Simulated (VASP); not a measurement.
Consider the following.

```
CELL_PARAMETERS angstrom
      3.87589     0.00000     0.00000
      0.00000     3.87589     0.00000
      0.00000     0.00000     3.87589
ATOMIC_POSITIONS crystal
  Ti 0.00000 0.00000 0.00000
  Pt 0.00000 0.50000 0.50000
  Pt 0.50000 0.00000 0.50000
  Pt 0.50000 0.50000 0.00000
```

Computed with PW91 GGA, VASP's PBE PAW potentials (set 64) (plane waves; VASP 6.6.1). Run with 520 eV cut-off, 8×8×8 Γ-centred mesh, first-order Methfessel-Paxton smearing of 0.10 eV, potentials Ti_sv Pt.

Task: Give the stress tensor in GPa (positive for a compressed cell).

Result: 
```
16.76   0.00   0.00
 0.00  16.76   0.00
 0.00   0.00  16.76
```
The pressure is its mean diagonal, 16.76 GPa.

The compound is Pt3Ti in the L1_2 structure. This cell is one point of a volume scan, at 0.94 of the reference volume.
